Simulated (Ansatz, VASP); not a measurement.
# AlNi (AlNi in the L10 ordering): VASP beside Ansatz

One calculation is typed for both programs; each brings its own data sets. How far apart do they land? The cell is generated by rule, not measured, and may not be a known phase. The cell is taken from a series of runs on this material, whose earlier steps may have relaxed, scaled, displaced or heated it; both programs get it as it stands.

Main program and level: Ansatz 0.2.0; plane waves, with VASP 6.6.1 beside it; PBEsol.

The structure was built from a prototype and need not be the compound's stable phase.

## 1. The starting structure

It takes space group P4/mmm (No. 123, tetragonal). Conventional cell: a = 2.689 Å, b = 2.689 Å, c = 3.803 Å, α = 90.00°, β = 90.00°, γ = 90.00°. Nearest to Al lie 4 Al at 2.69 Å and 8 Ni at 2.69 Å. Nearest to Ni lie 4 Ni at 2.69 Å and 8 Al at 2.69 Å. Farther neighbours are not listed.

## 2. Ansatz: single point, PBEsol

Ansatz runs on its default PAW (the set named soft_2) files.

With cell and atoms fixed, the geometry can't cause a difference; cores, projectors, grids and the points listed under the comparison can.

File input.yaml:

```yaml
crystal:
  lattice:
    - [2.68945, 0.0, 0.0]
    - [0.0, 2.68945, 0.0]
    - [0.0, 0.0, 3.80349]
  atoms:
    - { symbol: Al, position: [0.0, 0.0, 0.0] }
    - { symbol: Ni, position: [0.5, 0.5, 0.5], spin: 0.8 }
kpoints:
  mp_grid: { grid: [6, 6, 6] }
hamiltonian:
  xc: pbesol
scf:
  occupations: { method: gaussian, width: 0.1 }
  lower_state_search: "off"
output:
  forces: true
  stress: true
  eigenvalues: true
  populations: true
magnetization:
  spin_polarized: true
```

Run with:

```bash
$ ansatz run input.yaml --threads 4 --pin off --max-ram 8192MiB --backend cpu --events-out ev --progress --plain --runs-dir out
```

Numbers of over 12 decimals in the logs are rounded to 6 here.

What it wrote:

```text
Engine: ansatz 0.2.0, x86_64-unknown-linux-gnu
Pseudopotentials: kind: paw
Pseudopotential: Al, paw, valence charge 3, recommended cutoff 420 eV (normal), Al.paw.azcp
Pseudopotential: Ni, paw, valence charge 18, recommended cutoff 420 eV (normal), Ni.paw.azcp
Functional definition: PBEsol
  exchange = pbesol_x
  correlation = pbesol_c
Crystal: 2 atoms, lattice volume = 27.511 Å³
Basis set: ecut = 420 eV, 537 PW (Γ), exchange–correlation on 36×36×54 points (8 copies of the dense FFT grid, shifted against one another)
Bands: 15, of which v1, the nominal top of the filled ones, is band 11 counted from 1 (10 counted from 0)
Symmetry: 16 space group operations
Space group: P4/mmm (ITA 123), of the structure as read, at distance tolerance 3.0e-5 Å
Magnetic group: BNS 123.339 (UNI 999), of the structure as read, at distance tolerance 3.0e-5 Å
k-points: 40 of 216
Non-local potential: Al, projectors of the file, l = 0: 2, l = 1: 2, l = 2: 1
Non-local potential: Ni, projectors of the file, l = 0: 3, l = 1: 2, l = 2: 3, l = 3: 1
PAW form: soft (Blöchl's): semilocal exchange-correlation on the pseudo side does not see the compensation charge
PAW frozen core: Al, regenerated for the run's functional, and the local potential with it (the file was generated under x = pbe(κ = 0.804, μ = 0.219515), c = pbe(β = 0.066725))
PAW frozen core: Ni, regenerated for the run's functional, and the local potential with it (the file was generated under x = pbe(κ = 0.804, μ = 0.219515), c = pbe(β = 0.066725))
PAW one-centre angular grid: Al, 110 points (default); XC on 64 Gauss nodes
PAW one-centre angular grid: Ni, 590 points (default); XC on 64 Gauss nodes
Initial density: superposition of atomic densities (chi_scale 0.1, normalization cell)
Starting moments: Σ|m| = 0.8 μB on 1 of 2 sites
Initial wavefunctions: pseudopotential atomic-orbital guess
Functional: x = pbesol(κ = 0.804, μ = 0.123457), c = pbesol(β = 0.046)
SCF iter   1: F=—  HF=-6330.852853 eV  |F-HF|=—  |Δ(HF+E_count)|=         —  Δρ=1.13e-1 (↑2.09e-2 ↓1.13e-1)  dr2=4.24e0  dr2_m=6.55e-1  M=0.124 μB ∫|m|=0.227 μB  β_m=0.30  ethr=3.10e-3  ⟨swp⟩=4.2  Hψ=5354  notcnv=0
preconditioner: auto → none  [metal: Δε(μ)=0.013 eV  Ē_g=9.317 eV  σ=0.100 eV  W_gap=0.07  n_scr=6 (ndim 8)  ℏωp=25.5 eV  f_vac=0.000  D(μ)=0.87/eV (n_scr^D=6)  sad-step TF]
SCF iter   2: F=—  HF=-6330.556907 eV  |F-HF|=—  |Δ(HF+E_count)|=   2.96e-1  Δρ=4.83e-2 (↑4.83e-2 ↓1.96e-2)  dr2=4.34e-1  dr2_m=1.71e-1  M=0.245 μB ∫|m|=0.311 μB  β_m=0.30  ethr=3.10e-3  ⟨swp⟩=2.6  Hψ=2719  notcnv=0  defer=25
SCF iter   3: F=—  HF=-6330.385267 eV  |F-HF|=—  |Δ(HF+E_count)|=   1.72e-1  Δρ=2.75e-2 (↑1.90e-2 ↓2.75e-2)  dr2=1.56e-1  dr2_m=1.19e-1  M=0.215 μB ∫|m|=0.274 μB  β_m=0.30  ethr=2.06e-3  ⟨swp⟩=2.3  Hψ=2416  notcnv=0  defer=23
SCF iter   4: F=—  HF=-6330.327553 eV  |F-HF|=—  |Δ(HF+E_count)|=   5.77e-2  Δρ=1.57e-2 (↑1.57e-2 ↓1.50e-2)  dr2=6.84e-3  dr2_m=5.76e-2  M=0.224 μB ∫|m|=0.274 μB  β_m=0.30  ethr=7.41e-4  ⟨swp⟩=2.2  Hψ=2017  notcnv=0  defer=25
SCF iter   5: F=—  HF=-6330.328921 eV  |F-HF|=—  |Δ(HF+E_count)|=   1.37e-3  Δρ=1.34e-2 (↑1.15e-2 ↓1.34e-2)  dr2=1.80e-3  dr2_m=3.89e-2  M=0.211 μB ∫|m|=0.254 μB  β_m=0.30  ethr=3.26e-5  ⟨swp⟩=2.3  Hψ=2330  notcnv=0  defer=22
SCF iter   6: F=—  HF=-6330.331129 eV  |F-HF|=—  |Δ(HF+E_count)|=   2.21e-3  Δρ=1.04e-2 (↑1.04e-2 ↓9.11e-3)  dr2=4.86e-4  dr2_m=2.40e-2  M=0.206 μB ∫|m|=0.244 μB  β_m=0.30  ethr=8.56e-6  ⟨swp⟩=1.6  Hψ=1394  notcnv=0  defer=22
SCF iter   7: F=—  HF=-6330.332709 eV  |F-HF|=—  |Δ(HF+E_count)|=   1.58e-3  Δρ=8.03e-3 (↑8.03e-3 ↓8.00e-3)  dr2=2.01e-6  dr2_m=1.62e-2  M=0.198 μB ∫|m|=0.232 μB  β_m=0.30  ethr=2.32e-6  ⟨swp⟩=2.0  Hψ=1656  notcnv=0  defer=22
Mixer restart at iter 7: flushing history
spin-set hold released at iteration 7 (site moments contracting): the magnetisation degrees of freedom join the quasi-Newton model from the next iteration; the mixer history was flushed
SCF iter   8: F=—  HF=-6330.333719 eV  |F-HF|=—  |Δ(HF+E_count)|=   1.01e-3  Δρ=6.69e-3 (↑6.58e-3 ↓6.69e-3)  dr2=4.80e-6  dr2_m=1.11e-2  M=0.191 μB ∫|m|=0.222 μB  β_m=0.45  ethr=9.58e-9  ⟨swp⟩=2.5  Hψ=2177  notcnv=0  defer=22
SCF iter   9: F=—  HF=-6330.335875 eV  |F-HF|=—  |Δ(HF+E_count)|=   2.16e-3  Δρ=3.87e-3 (↑3.87e-3 ↓1.27e-3)  dr2=1.45e-3  dr2_m=1.65e-3  M=0.162 μB ∫|m|=0.183 μB  β_m=0.47  ethr=9.58e-9  ⟨swp⟩=3.0  Hψ=2544  notcnv=0  defer=22
[...]
SCF iter  13: F=—  HF=-6330.336413 eV  |F-HF|=—  |Δ(HF+E_count)|=   1.78e-5  Δρ=1.60e-4 (↑3.32e-5 ↓1.60e-4)  dr2=6.23e-6  dr2_m=1.70e-6  M=0.095 μB ∫|m|=0.102 μB  β_m=0.93  ethr=9.58e-9  ⟨swp⟩=2.3  Hψ=2097  notcnv=0  defer=22
SCF iter  14: F=—  HF=-6330.336414 eV  |F-HF|=—  |Δ(HF+E_count)|=   1.04e-6  Δρ=4.94e-5 (↑4.32e-5 ↓4.94e-5)  dr2=1.96e-7  dr2_m=5.13e-7  M=0.092 μB ∫|m|=0.099 μB  β_m=0.76  ethr=9.58e-9  ⟨swp⟩=2.0  Hψ=1577  notcnv=0  defer=22
SCF iter  15: F=—  HF=-6330.336414 eV  |F-HF|=—  |Δ(HF+E_count)|=   3.80e-7  Δρ=3.79e-5 (↑3.79e-5 ↓2.31e-5)  dr2=4.68e-8  dr2_m=2.32e-7  M=0.090 μB ∫|m|=0.097 μB  β_m=0.88  ethr=4.76e-10  ⟨swp⟩=6.0  Hψ=5387  notcnv=0
iter 16 did not close the SCF: its close was put off for a magnetic moment that had not settled (scf_convergence_deferred on its scf_iter line)
SCF iter  16: F=-6330.336415 eV  HF=-6330.336415 eV  |F-HF|=8.83e-9  |Δ(HF+E_count)|=   3.14e-7  Δρ=1.44e-5 (↑1.25e-5 ↓1.44e-5)  dr2=6.33e-10  dr2_m=4.53e-8  M=0.088 μB ∫|m|=0.095 μB  β_m=0.94  ethr=2.23e-10  ⟨swp⟩=5.0  Hψ=5278  notcnv=0
iter 17 did not close the SCF: its close was put off for a magnetic moment that had not settled (scf_convergence_deferred on its scf_iter line)
SCF iter  17: F=-6330.336415 eV  HF=-6330.336415 eV  |F-HF|=4.77e-10  |Δ(HF+E_count)|=   7.96e-8  Δρ=3.56e-6 (↑3.56e-6 ↓3.47e-6)  dr2=7.25e-11  dr2_m=3.05e-9  M=0.087 μB ∫|m|=0.094 μB  β_m=0.87  ethr=3.01e-12  ⟨swp⟩=1.8  Hψ=4267  notcnv=0
iter 18 did not close the SCF: its close was put off for a magnetic moment that had not settled (scf_convergence_deferred on its scf_iter line)
SCF iter  18: F=-6330.336415 eV  HF=-6330.336415 eV  |F-HF|=1.55e-11  |Δ(HF+E_count)|=   5.58e-9  Δρ=7.93e-7 (↑7.93e-7 ↓6.54e-7)  dr2=9.83e-12  dr2_m=1.31e-10  M=0.087 μB ∫|m|=0.094 μB  β_m=0.83  ethr=1.00e-12  ⟨swp⟩=1.2  Hψ=3900  notcnv=0
SCF iter  19: F=-6330.336415 eV  HF=-6330.336415 eV  |F-HF|=9.09e-13  |Δ(HF+E_count)|=  2.47e-10  Δρ=1.05e-7 (↑1.05e-7 ↓9.54e-8)  dr2=4.85e-14  dr2_m=2.50e-12  M=0.087 μB ∫|m|=0.094 μB  ethr=1.00e-12  ⟨swp⟩=1.1  Hψ=3496  notcnv=0
SCF 1 converged in 19 iterations: F = -6330.336415 eV  dr2 = 4.85e-14
  greatest PAW one-centre occupation: 1.001 electrons in one spin orbital (limit 2), on the Ni atom at site 1 (counted from 0), in its partial waves of l = 1
SCF converged after 19 iterations
Magnetization: 0.0869 μB (10.5434 up, 10.4566 down)
Absolute magnetization: 0.0937 μB (∫|ρ↑−ρ↓|, with the PAW one-centre terms)
Spin contamination: 0.0016 ħ² per cell (⟨S²⟩ above its minimum at these occupations)
Per-site moments (μB) at R_I (Å): [(0.00307772, 1.109398125), (0.083837, 1.109398125)]
Free energy (F): -6330.336415 eV
Harris-Foulkes:  -6330.336415 eV  (|F-HF|=9.09e-13)
Internal energy: -6330.326596 eV  (E = F + TS)
E sigma→0 (E₀):  -6330.331506 eV
Entropy (-TS):   -0.009818 eV (-4.909 meV/atom)
Fermi energy:    11.648083 eV
--- Per-component energies (eV) ---
  E_band       = -376.543425
  E_kinetic    = 305.791097
  E_local      = -4770.484230  (includes V_loc(G=0)·N_el)
  E_nonlocal   = 649.130838
  E_hartree    = 2054.815870
  E_xc         = -123.094510
  E_vxc        = -137.463522  (∫ρ·V_xc dr)
  E_paw        = -2052.819274  (= ΣΔE_a)
  E_vpaw       = -533.149852  (= ΣTr[D̂ρ^β])
  E_aug_tail   = 0.000493  (compensation charges beyond the density's cutoff)
  E_ewald      = -2393.883310
  E_core_change = 0.216428  (= ΣΔE_core)
  E_smearing   = -0.009818  (= −TS)
  E_closure    = -0.000000  (closes the sum)
  Σ components = -6330.336415   (vs F -6330.336415, Δ=0.00e0)
--- Forces (eV/Å), atoms counted from 1 ---
  atom   1  Al    -0.00000000    -0.00000000     0.00000000
  atom   2  Ni    -0.00000000    -0.00000000     0.00000000
  max |Σ_I F_I| component: 6.41e-30 eV/Å
--- Stress (GPa, compression-positive) ---
      -11.999047       0.000000       0.000000
        0.000000     -11.999047       0.000000
        0.000000       0.000000     -28.162404
  P = ⅓ Tr σ = -17.3868 GPa (-173.868 kbar)
--- Band table (eV; the first three rows and the last of 80) ---
  k-point 0 ↑: bands = [... 7 lower, 10.3320, 10.3320, 10.8300, 10.8791, 14.9559, 20.5064, 20.6084, 20.6084]
  k-point 1 ↑: bands = [... 7 lower, 10.1249, 10.3056, 10.3056, 10.8804, 16.8086, 20.4523, 20.9369, 20.9369]
  k-point 2 ↑: bands = [... 7 lower, 9.7966, 10.2540, 10.2540, 10.8828, 20.1517, 20.3412, 21.8602, 21.8602]
  k-point 39 ↓: bands = [... 7 lower, 10.4280, 11.3634, 13.6467, 14.3911, 14.3911, 14.4454, 14.4454, 14.8596]
--- Löwdin populations: 2 sites ---
  site symbol       q [e]    m [muB]
     0     Al      3.3218     0.0098
     1     Ni     17.5067     0.0783
  spilling = 0.008165 (of n_electrons = 21.000000)
```

Reading the cycles: dr2 is the Hartree energy of the density residual (eV), the measure of convergence; HF is the Harris–Foulkes estimate of the energy, which meets the free energy F at convergence.

The run ends at a pressure of -17.39 GPa.

## 3. VASP: single point, PBEsol

The same cell, functional, mesh and smearing now go to VASP, with its own data sets.

Lines of VASP's logs that name or quote its potential files are left out, and so is its time.

File INCAR:

```
SYSTEM = AlNi
PREC = Accurate
ENCUT = 600
EDIFF = 1E-06
NELM = 200
ISMEAR = 0
SIGMA = 0.1
LREAL = .FALSE.
ALGO = Normal
GGA = PS
NBANDS = 14
ISPIN = 2
MAGMOM = 0 0.08
LASPH = .TRUE.
LMAXMIX = 4
LORBIT = 11
LWAVE = .FALSE.
LCHARG = .FALSE.
ISIF = 2
GGA_COMPAT = .FALSE.
```

File POSCAR:

```
AlNi
1.0
    2.6894500000      0.0000000000      0.0000000000
    0.0000000000      2.6894500000      0.0000000000
    0.0000000000      0.0000000000      3.8034900000
Al Ni
1 1
Direct
    0.0000000000      0.0000000000      0.0000000000
    0.5000000000      0.5000000000      0.5000000000
```

File KPOINTS:

```
Automatic mesh
0
Gamma
6 6 6
0 0 0
```

Potentials, in the order of the species: Al and Ni (PBE family, release 64).

Run with:

```bash
$ mpirun -np 1 vasp_std
```

What it wrote:

```text
[banner, memory and clock lines left out]
running    1 mpi-ranks, on    1 nodes
 distrk:  each k-point on    1 cores,    1 groups
 distr:  one band on    1 cores,    1 groups

 POSCAR found type information on POSCAR AlNi
 POSCAR found :  2 types and       2 ions
|                                                                             |
|               ----> ADVICE to this user running VASP <----                  |
|                                                                             |
|     You enforced a specific xc type in the INCAR file but a different       |
|     [... a line on the potential file left out ...]
|     I HOPE YOU KNOW WHAT YOU ARE DOING!                                     |
|                                                                             |

 LDA part: xc-table for (Slater+PW92), standard interpolation
 POSCAR, INCAR and KPOINTS ok, starting setup
 FFT: planning ... GRIDC
 FFT: planning ... GRID_SOFT
 FFT: planning ... GRID
 WAVECAR not read
 entering main loop
       N       E                     dE             d eps       ncg     rms          rms(c)
DAV:   1     0.408627260626E+02    0.40863E+02   -0.57563E+03  2264   0.105E+03
DAV:   2    -0.109030927040E+02   -0.51766E+02   -0.47075E+02  2372   0.186E+02
DAV:   3    -0.127682011063E+02   -0.18651E+01   -0.18433E+01  2782   0.386E+01
DAV:   4    -0.127942411097E+02   -0.26040E-01   -0.26031E-01  2758   0.406E+00
DAV:   5    -0.127950410917E+02   -0.79998E-03   -0.79996E-03  2836   0.799E-01    0.130E+01
DAV:   6    -0.168690088885E+02   -0.40740E+01   -0.72546E+01  2702   0.109E+02    0.213E+01
DAV:   7    -0.111857639212E+02    0.56832E+01   -0.17364E+01  2732   0.624E+01    0.283E+00
DAV:   8    -0.110747760090E+02    0.11099E+00   -0.10717E+00  2896   0.109E+01    0.118E+00
DAV:   9    -0.110610517903E+02    0.13724E-01   -0.11225E-01  2840   0.412E+00    0.554E-01
DAV:  10    -0.110575120720E+02    0.35397E-02   -0.19150E-02  2916   0.163E+00    0.119E-01
DAV:  11    -0.110574615198E+02    0.50552E-04   -0.43704E-04  2668   0.183E-01    0.435E-02
DAV:  12    -0.110574620906E+02   -0.57083E-06   -0.16436E-04  2980   0.141E-01    0.309E-02
DAV:  13    -0.110574584080E+02    0.36826E-05   -0.41853E-06  2394   0.179E-02    0.227E-02
DAV:  14    -0.110574531215E+02    0.52865E-05   -0.23808E-05  2982   0.495E-02    0.176E-03
DAV:  15    -0.110574531505E+02   -0.28996E-07   -0.35405E-07  1240   0.529E-03
   1 F= -.11057453E+02 E0= -.11052136E+02  d E =-.106341E-01  mag=     0.0044
```

OUTCAR, selected parts (step 3):

```text
ion  position               nearest neighbor table
   1  0.000  0.000  0.000-   2 2.69   2 2.69   2 2.69   2 2.69   2 2.69   2 2.69   2 2.69   2 2.69

  LATTYP: Found a simple tetragonal cell.
 ALAT       =     2.6894500000
 C/A-ratio  =     1.4142259570

 Subroutine GETGRP returns: Found 16 space group operations
 (whereof 16 operations were pure point group operations)

The static configuration has the point symmetry D_4h.

 Found     40 irreducible k-points:

   k-points           NKPTS =     40   k-points in BZ     NKDIM =     40   number of bands    NBANDS=     14

   dimension x,y,z NGX =    24 NGY =   24 NGZ =   30
   dimension x,y,z NGXF=    48 NGYF=   48 NGZF=   60

   ENCUT  =  600.0 eV  44.10 Ry    6.64 a.u.   5.37  5.37  7.60*2*pi/ulx,y,z

   NELECT =      13.0000    total number of electrons

 k-points in reciprocal lattice and weights: Automatic mesh
   0.00000000  0.00000000  0.00000000       0.005
   0.16666667  0.00000000  0.00000000       0.019
   0.33333333  0.00000000  0.00000000       0.019
   0.50000000  0.00000000  0.00000000       0.009
   0.16666667  0.16666667  0.00000000       0.019
   0.33333333  0.16666667  0.00000000       0.037
   0.50000000  0.16666667  0.00000000       0.019
   0.33333333  0.33333333  0.00000000       0.019
   0.50000000  0.33333333  0.00000000       0.019
[...]
0.50000000  0.33333333  0.50000000       0.019
   0.50000000  0.50000000  0.50000000       0.005

 average (electrostatic) potential at core
       1 -71.8464       2 -82.7767

 E-fermi :   8.2051

 spin component 1
 k-point     1 :       0.0000    0.0000    0.0000
  band No.  band energies     occupation
    ...
      3       5.5621      1.00000
      4       6.9165      1.00000
      5       6.9165      1.00000
      6       7.4156      1.00000
      7       7.4607      1.00000
      8      11.5509      0.00000
      9      17.1264      0.00000
     10      17.1937      0.00000
     11      17.1937      0.00000
     12      22.6798      0.00000
    ...

 k-point     2 :       0.1667    0.0000    0.0000
  band No.  band energies     occupation
    ...
      2       5.3218      1.00000
      3       5.6635      1.00000
      4       6.1338      1.00000
      5       6.9483      1.00000
      6       7.2946      1.00000
      7       8.6410      0.00000
      8      11.7721      0.00000
      9      12.5362      0.00000
     10      17.7890      0.00000
     11      19.5785      0.00000
    ...

 k-point     3 :       0.3333    0.0000    0.0000
  band No.  band energies     occupation
    ...
      2       5.2982      1.00000
      3       5.5326      1.00000
      4       5.7072      1.00000
      5       6.9859      1.00000
      6       7.0124      1.00000
      7       8.9213      0.00000
      8      10.6179      0.00000
      9      12.7126      0.00000
     10      17.2736      0.00000
     11      18.7159      0.00000
    ...

 k-point     4 :       0.5000    0.0000    0.0000
  band No.  band energies     occupation
    ...
      2       2.9676      1.00000
      3       5.3259      1.00000
      4       5.8583      1.00000
      5       6.8416      1.00000
      6       7.0446      1.00000
      7       8.2497      0.26437
      8      12.6192      0.00000
      9      13.8550      0.00000
     10      14.4157      0.00000
     11      16.5638      0.00000
    ...

 k-point     5 :       0.1667    0.1667    0.0000
  band No.  band energies     occupation
    ...
      2       5.5319      1.00000
      3       5.8080      1.00000
      4       6.0266      1.00000
      5       6.6743      1.00000
      6       7.0992      1.00000
      7       9.5022      0.00000
      8      12.0937      0.00000
      9      12.2102      0.00000
     10      14.3311      0.00000
     11      22.0605      0.00000
    ...

 k-point     6 :       0.3333    0.1667    0.0000
  band No.  band energies     occupation
    ...
      2       5.4767      1.00000
      3       5.6499      1.00000
      4       5.9566      1.00000
      5       6.6503      1.00000
      6       6.8660      1.00000
      7       9.1458      0.00000
      8      11.3618      0.00000
      9      13.1357      0.00000
     10      15.1251      0.00000
     11      17.7070      0.00000
    ...

  Total       -2.0292857     -2.0292857     -4.8393285      0.0000000      0.0000000      0.0000000
  in kB     -118.1801505   -118.1801505   -281.8295076      0.0000000      0.0000000      0.0000000
  external PRESSURE =    -172.7299362 kB  Pullay stress =       0.0000000 kB

  energy-cutoff  :      600.00
  volume of cell :       27.51
      direct lattice vectors                 reciprocal lattice vectors
     2.689450000  0.000000000  0.000000000     0.371823235  0.000000000  0.000000000
     0.000000000  2.689450000  0.000000000     0.000000000  0.371823235  0.000000000
     0.000000000  0.000000000  3.803490000     0.000000000  0.000000000  0.262916427

 POSITION                                       TOTAL-FORCE (eV/Angst)
 -----------------------------------------------------------------------------------
      0.00000      0.00000      0.00000         0.000000      0.000000      0.000000
      1.34472      1.34472      1.90175         0.000000      0.000000      0.000000
 -----------------------------------------------------------------------------------
    total drift:                                0.000000      0.000000     -0.000000

  FREE ENERGIE OF THE ION-ELECTRON SYSTEM (eV)
  ---------------------------------------------------
  free  energy   TOTEN  =       -11.0574531505 eV

  energy  without entropy=      -11.0468190639  energy(sigma->0) =      -11.05213611

 total charge
# of ion       s       p       d       tot
------------------------------------------
    1        0.386   0.371   0.000   0.756
    2        0.427   0.410   8.375   9.213
--------------------------------------------------
tot          0.813   0.781   8.375   9.969

 magnetization (x)
# of ion       s       p       d       tot
------------------------------------------
    1        0.000   0.000   0.000   0.000
    2        0.000   0.000   0.004   0.004
--------------------------------------------------
tot          0.000   0.000   0.004   0.004

[... 6 further parts left out ...]
```

The moments of VASP's start collapse, so its state is non-magnetic.

## 4. Differences

Known differences besides the potentials themselves: VASP starts from the moments at which Ansatz ended; the data sets hold 21 valence electrons in Ansatz (on its default PAW (the set named soft_2) files) and 13 in VASP; the cutoff is 420 eV in Ansatz and 600 eV in VASP; Ansatz makes its cores anew for this functional, VASP keeps those of its PBE data sets; site moments are counted in spheres of each program's own size. Total energies have different zeros and are not compared.

Both answers:

| quantity | Ansatz | VASP | difference |
| --- | --- | --- | --- |
| pressure (GPa) | -17.39 | -17.27 | -0.11 |
| total moment (μB) | 0.09 | 0.00 | +0.08 |
| moment on Ni2 (μB) | 0.08 | 0.00 | +0.08 |

## 5. Results

- difference in total moment (single point, PBEsol): 0.082 μB

In words: The difference in total moment is 0.082 μB (single point, PBEsol). The data sets hold unlike numbers of valence electrons (21 in Ansatz and 13 in VASP), so part of the differences may come from the potentials. Such differences can come from data sets, numerical settings and the points named under the comparisons, not from the functional's error against experiment.

[Lines on the potential files, build, host, timing and source positions are cut from VASP's logs without a mark.]

[Logs are printed without paths, hosts, clocks, repeated set-up lines and the standing remarks that a program may print on its own settings, such as how far it seeks lower states.]

[Hosts, paths, dates, database ids (printed as entryN), source tags and the programs' standing remarks are cut or masked in the printed files.]
